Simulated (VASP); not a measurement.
These are PBE GGA, VASP's PBE PAW potentials (set 64) (plane waves; VASP 6.6.1) values and carry that method's errors.

The input files of a VASP run:

### KPOINTS
```
K-points
0
gamma
 6 6 1
```

POSCAR:
```
Cu16HO
1
    5.1357214723     0.0000000000     0.0000000000
    2.5678602332     4.4476652414    -0.0000000000
   -0.0000000000    -0.0000000000    20.3733409520
Cu O H
16 1 1
Direct
  0.9992401167   0.9992401167   0.3465341686
  0.5015197665   0.9992401167   0.3465341686
  0.9992401167   0.5015197665   0.3465341686
  0.5000000000   0.5000000000   0.3465345094
  0.1666670000   0.1666670000   0.4491873591
  0.6672821025   0.1654367950   0.4485524906
  0.1654367950   0.6672821025   0.4485524906
  0.6672821025   0.6672821025   0.4485524906
  0.8338135426   0.3330927287   0.5498970904
  0.3330927287   0.3330927287   0.5498970904
  0.8333330000   0.8333330000   0.5522789210
  0.3330927287   0.8338135426   0.5498970904
  0.9928198659   0.9928198659   0.6524344585
  0.5143602682   0.9928198659   0.6524344585
  0.9928198659   0.5143602682   0.6524344585
  0.5000000000   0.5000000000   0.6473336367
  0.1666670000   0.1666670000   0.7193689064
  0.1666670000   0.1666670000   0.7674830431
```

### INCAR
```
! general
SYSTEM  = Cu16HO
PREC    = Normal
ENCUT   = 400   ! plane-wave cut-off (eV)
LREAL   = .FALSE.   ! projection in real space or not
LASPH   = .TRUE.

! electronic loop
EDIFF   = 1E-5
NELM    = 100
NELMIN  = 4
ALGO    = Normal   ! blocked Davidson
LMAXMIX = 4   ! l cut-off of mixed one-centre charges

! smearing
ISMEAR  = 1
SIGMA   = 0.1   ! width (eV)

! functional
GGA     = PE

! ions
IBRION  = 2
NSW     = 120   ! most ionic steps
ISIF    = 2
EDIFFG  = -0.03

! output
LWAVE   = .TRUE.
LCHARG  = .FALSE.

! other
LDIPOL  = .TRUE.
IDIPOL  = 3
DIPOL   = 0.5 0.5 0.5
```

POTCAR, in this order: Cu O H (PBE.64 set). Program: vasp_std.

What VASP printed:

**OSZICAR**
```
...
DAV:   3    -0.665940492180E+02   -0.11332E-05   -0.24082E-04  1676   0.330E-01    0.240E-02
DAV:   4    -0.665940418061E+02    0.74119E-05   -0.93294E-05  1028   0.197E-01
   6 F= -.66594042E+02 E0= -.66592865E+02  d E =-.745824E-03
       N       E                     dE             d eps       ncg     rms          rms(c)
DAV:   1    -0.665943211947E+02   -0.27198E-03   -0.90403E-01  1578   0.314E+00    0.793E-02
DAV:   2    -0.665959328118E+02   -0.16116E-02   -0.17042E-02  2288   0.861E-01    0.834E-02
DAV:   3    -0.665959377753E+02   -0.49635E-05   -0.17601E-03  1732   0.859E-01    0.762E-02
DAV:   4    -0.665958793601E+02    0.58415E-04   -0.67793E-04  1732   0.559E-01    0.511E-02
DAV:   5    -0.665958762032E+02    0.31569E-05   -0.38818E-04  2346   0.401E-01    0.432E-02
DAV:   6    -0.665958518836E+02    0.24320E-04   -0.37324E-04  2581   0.382E-01    0.196E-02
DAV:   7    -0.665958509086E+02    0.97498E-06   -0.60674E-05  1596   0.150E-01
   7 F= -.66595851E+02 E0= -.66594621E+02  d E =-.255493E-02
       N       E                     dE             d eps       ncg     rms          rms(c)
DAV:   1    -0.665912629475E+02    0.45889E-02   -0.36128E+00  1583   0.628E+00    0.159E-01
DAV:   2    -0.665979703204E+02   -0.67074E-02   -0.70171E-02  2278   0.186E+00    0.177E-01
DAV:   3    -0.665977884322E+02    0.18189E-03   -0.33495E-03  1676   0.116E+00    0.114E-01
DAV:   4    -0.665977184794E+02    0.69953E-04   -0.66583E-04  1692   0.548E-01    0.915E-02
DAV:   5    -0.665977713688E+02   -0.52889E-04   -0.16057E-03  2735   0.807E-01    0.726E-02
DAV:   6    -0.665976704174E+02    0.10095E-03   -0.26044E-03  2226   0.106E+00    0.392E-02
DAV:   7    -0.665976317538E+02    0.38664E-04   -0.58361E-04  2413   0.489E-01    0.163E-02
DAV:   8    -0.665976368289E+02   -0.50751E-05   -0.10942E-04  1956   0.162E-01    0.954E-03
DAV:   9    -0.665976375427E+02   -0.71377E-06   -0.26761E-05  1135   0.546E-02
   8 F= -.66597638E+02 E0= -.66596308E+02  d E =-.434156E-02
       N       E                     dE             d eps       ncg     rms          rms(c)
DAV:   1    -0.665975948172E+02    0.42012E-04   -0.51453E-01  1601   0.236E+00    0.705E-02
DAV:   2    -0.665984006160E+02   -0.80580E-03   -0.89099E-03  2287   0.716E-01    0.677E-02
DAV:   3    -0.665984416023E+02   -0.40986E-04   -0.18716E-03  1930   0.881E-01    0.636E-02
DAV:   4    -0.665983886638E+02    0.52938E-04   -0.81556E-04  1730   0.614E-01    0.395E-02
DAV:   5    -0.665983832824E+02    0.53813E-05   -0.21531E-04  2018   0.268E-01    0.267E-02
DAV:   6    -0.665983827548E+02    0.52764E-06   -0.12331E-04  1780   0.210E-01    0.136E-02
DAV:   7    -0.665983829724E+02   -0.21759E-06   -0.33887E-05  1218   0.994E-02
   9 F= -.66598383E+02 E0= -.66597012E+02  d E =-.745430E-03
       N       E                     dE             d eps       ncg     rms          rms(c)
DAV:   1    -0.665983873909E+02   -0.46361E-05   -0.70452E-03  1601   0.285E-01    0.895E-03
DAV:   2    -0.665984011814E+02   -0.13790E-04   -0.15017E-04  2244   0.720E-02    0.569E-03
DAV:   3    -0.665984014336E+02   -0.25220E-06   -0.65954E-06   935   0.471E-02    0.514E-03
DAV:   4    -0.665984016676E+02   -0.23401E-06   -0.10252E-05   918   0.699E-02
  10 F= -.66598402E+02 E0= -.66597028E+02  d E =-.764125E-03
       N       E                     dE             d eps       ncg     rms          rms(c)
DAV:   1    -0.665985891512E+02   -0.18772E-03   -0.39106E-02  1526   0.657E-01    0.224E-02
DAV:   2    -0.665986642345E+02   -0.75083E-04   -0.81766E-04  2293   0.194E-01    0.201E-02
DAV:   3    -0.665986658562E+02   -0.16217E-05   -0.10770E-04  1567   0.234E-01    0.172E-02
DAV:   4    -0.665986622378E+02    0.36184E-05   -0.82040E-05   970   0.186E-01
  11 F= -.66598662E+02 E0= -.66597274E+02  d E =-.260570E-03
       N       E                     dE             d eps       ncg     rms          rms(c)
DAV:   1    -0.665985455682E+02    0.12029E-03   -0.35121E-01  1526   0.197E+00    0.647E-02
DAV:   2    -0.665992224380E+02   -0.67687E-03   -0.74416E-03  2332   0.610E-01    0.604E-02
DAV:   3    -0.665992601402E+02   -0.37702E-04   -0.17644E-03  1831   0.872E-01    0.636E-02
DAV:   4    -0.665991990061E+02    0.61134E-04   -0.64236E-04  1757   0.548E-01    0.320E-02
DAV:   5    -0.665992035116E+02   -0.45055E-05   -0.15385E-04  1915   0.253E-01    0.234E-02
DAV:   6    -0.665992034232E+02    0.88319E-07   -0.14620E-04  1733   0.253E-01    0.134E-02
DAV:   7    -0.665992028703E+02    0.55296E-06   -0.28601E-05  1119   0.119E-01
  12 F= -.66599203E+02 E0= -.66597771E+02  d E =-.801203E-03
       N       E                     dE             d eps       ncg     rms          rms(c)
DAV:   1    -0.665965154797E+02    0.26879E-02   -0.14036E+00  1526   0.393E+00    0.128E-01
DAV:   2    -0.665992710854E+02   -0.27556E-02   -0.29716E-02  2304   0.118E+00    0.114E-01
DAV:   3    -0.665992895733E+02   -0.18488E-04   -0.32170E-03  1791   0.119E+00    0.985E-02
DAV:   4    -0.665992240500E+02    0.65523E-04   -0.21763E-03  1735   0.100E+00    0.649E-02
DAV:   5    -0.665992029751E+02    0.21075E-04   -0.10123E-03  2343   0.664E-01    0.455E-02
DAV:   6    -0.665992007083E+02    0.22668E-05   -0.57686E-04  2530   0.425E-01    0.213E-02
DAV:   7    -0.665991982841E+02    0.24243E-05   -0.13157E-04  1912   0.226E-01    0.120E-02
DAV:   8    -0.665991994286E+02   -0.11445E-05   -0.39092E-05  1314   0.107E-01
  13 F= -.66599199E+02 E0= -.66597672E+02  d E =-.797761E-03
       N       E                     dE             d eps       ncg     rms          rms(c)
DAV:   1    -0.665986786205E+02    0.51966E-03   -0.38746E-01  1526   0.206E+00    0.651E-02
DAV:   2    -0.665994050211E+02   -0.72640E-03   -0.77611E-03  2308   0.589E-01    0.563E-02
DAV:   3    -0.665994410717E+02   -0.36051E-04   -0.12822E-03  1828   0.763E-01    0.576E-02
DAV:   4    -0.665993892117E+02    0.51860E-04   -0.68227E-04  1799   0.554E-01    0.316E-02
DAV:   5    -0.665993875581E+02    0.16536E-05   -0.18359E-04  1376   0.299E-01    0.245E-02
DAV:   6    -0.665993859155E+02    0.16426E-05   -0.14416E-04  2035   0.228E-01    0.116E-02
DAV:   7    -0.665993864515E+02   -0.53599E-06   -0.23553E-05  1018   0.854E-02
  14 F= -.66599386E+02 E0= -.66597908E+02  d E =-.984784E-03
       N       E                     dE             d eps       ncg     rms          rms(c)
DAV:   1    -0.665993742451E+02    0.11670E-04   -0.70260E-03  1536   0.282E-01    0.109E-02
DAV:   2    -0.665993916012E+02   -0.17356E-04   -0.19793E-04  2439   0.199E-01    0.164E-02
DAV:   3    -0.665993867743E+02    0.48269E-05   -0.87185E-05   991   0.205E-01    0.859E-03
DAV:   4    -0.665993855373E+02    0.12370E-05   -0.13088E-05   911   0.661E-02
  15 F= -.66599386E+02 E0= -.66597900E+02  d E =-.983870E-03
       N       E                     dE             d eps       ncg     rms          rms(c)
DAV:   1    -0.665993848343E+02    0.19400E-05   -0.93311E-04  1541   0.109E-01    0.545E-03
DAV:   2    -0.665993863485E+02   -0.15142E-05   -0.15595E-05  1016   0.746E-02    0.654E-03
DAV:   3    -0.665993863484E+02    0.13097E-09   -0.14223E-05   930   0.833E-02    0.372E-03
DAV:   4    -0.665993864675E+02   -0.11917E-06   -0.95109E-06   858   0.606E-02
  16 F= -.66599386E+02 E0= -.66597904E+02  d E =-.984800E-03
       N       E                     dE             d eps       ncg     rms          rms(c)
DAV:   1    -0.665994347177E+02   -0.48369E-04   -0.40023E-03  1603   0.213E-01    0.796E-03
DAV:   2    -0.665994408241E+02   -0.61064E-05   -0.79610E-05  1495   0.132E-01    0.112E-02
DAV:   3    -0.665994398029E+02    0.10212E-05   -0.57984E-05   975   0.160E-01    0.600E-03
DAV:   4    -0.665994398274E+02   -0.24469E-07   -0.15341E-05   885   0.630E-02
  17 F= -.66599440E+02 E0= -.66597954E+02  d E =-.533598E-04
```

**OUTCAR**
```
------------------------ aborting loop because EDIFF is reached ----------------------------------------
  FORCE on cell =-STRESS in cart. coord.  units (eV):
  Direction    XX          YY          ZZ          XY          YZ          ZX
  --------------------------------------------------------------------------------------
  Total       -2.1466385     -2.1466385     -1.3760791      0.0000002      0.0000000      0.0000000
  in kB       -7.3904977     -7.3904977     -4.7375977      0.0000008      0.0000000      0.0000000
  external PRESSURE =      -6.5061977 kB  Pullay stress =       0.0000000 kB
  volume of cell :      465.37
      direct lattice vectors                 reciprocal lattice vectors
     5.135721472  0.000000000  0.000000000     0.194714609 -0.112418511  0.000000000
     2.567860233  4.447665241  0.000000000     0.000000000  0.224837065  0.000000000
     0.000000000  0.000000000 20.373340952     0.000000000  0.000000000  0.049083751
 POSITION                                       TOTAL-FORCE (eV/Angst)
 -----------------------------------------------------------------------------------
      7.69810      4.44450      7.05457         0.006106      0.003525     -0.015737
      5.14120      4.44450      7.05457        -0.006106      0.003525     -0.015737
      6.41965      2.23016      7.05457         0.000000     -0.007050     -0.015737
      3.85179      2.22383      7.06049         0.000000      0.000000      0.006874
      1.28393      0.74128      9.12023         0.000000     -0.000000     -0.007490
      3.85179      0.73309      9.13645        -0.000000      0.012968     -0.012303
      2.56077      2.96921      9.13645         0.011231     -0.006484     -0.012303
      5.14282      2.96921      9.13645        -0.011231     -0.006484     -0.012303
      5.14687      1.47612     11.18655         0.015051     -0.008690      0.006124
      2.55671      1.47612     11.18655        -0.015051     -0.008690      0.006124
      6.41965      3.70639     11.28061         0.000000     -0.000000      0.002511
      3.85179      3.71926     11.18655        -0.000000      0.017379      0.006124
      7.66552      4.42569     13.31586         0.008499      0.004907      0.006646
      5.17378      4.42569     13.31586        -0.008499      0.004907      0.006646
      6.41965      2.26778     13.31586         0.000000     -0.009814      0.006646
      3.85179      2.22383     13.15460         0.000000      0.000000      0.011892
      1.28393      0.74128     14.67822         0.000000      0.000000      0.026703
      1.28393      0.74128     15.65158         0.000000     -0.000000      0.005321
 -----------------------------------------------------------------------------------
    total drift:                                0.004963      0.002865      0.042891
  FREE ENERGIE OF THE ION-ELECTRON SYSTEM (eV)
  ---------------------------------------------------
  free  energy   TOTEN  =       -66.5994398274 eV

  energy  without entropy=      -66.5949828673  energy(sigma->0) =      -66.59795417

 reached required accuracy - stopping structural energy minimisation
```
(Selected blocks of OUTCAR.)

CONTCAR:
```
Cu16HO
   1.00000000000000
     5.1357214723000002    0.0000000000000000    0.0000000000000000
     2.5678602331999998    4.4476652414000002    0.0000000000000000
     0.0000000000000000    0.0000000000000000   20.3733409519999995
  Cu              O               H
    16     1     1
Direct
     0.9992881397478844    0.9992881397478844    0.3462646616273781
     0.5014237204042359    0.9992881397478844    0.3462646616273781
     0.9992881397478844    0.5014237204042359    0.3462646616273781
     0.5000000000000000    0.5000000000000000    0.3465553293507696
     0.1666669999999968    0.1666669999999968    0.4476551157809699
     0.6675880548997624    0.1648248902004799    0.4484512970444278
     0.1648248902004799    0.6675880548997624    0.4484512970444278
     0.6675880548997624    0.6675880548997624    0.4484512970444278
     0.8362281324797964    0.3318854337601030    0.5490779462545901
     0.3318854337601030    0.3318854337601030    0.5490779462545901
     0.8333330000000032    0.8333330000000032    0.5536947567550962
     0.3318854337601030    0.8362281324797964    0.5490779462545901
     0.9950594521635078    0.9950594521635078    0.6535921845978727
     0.5098810956729919    0.9950594521635078    0.6535921845978727
     0.9950594521635078    0.5098810956729918    0.6535921845978727
     0.5000000000000000    0.5000000000000000    0.6456773353642175
     0.1666669999999968    0.1666669999999968    0.7204619076121741
     0.1666669999999968    0.1666669999999968    0.7682382865639729
```

At this cut-off the stress carries a Pulay error, which pulls relaxed volumes low.

The cell is a thin slab with vacuum, built from Cu (fcc): (111) face, OH adsorbed.
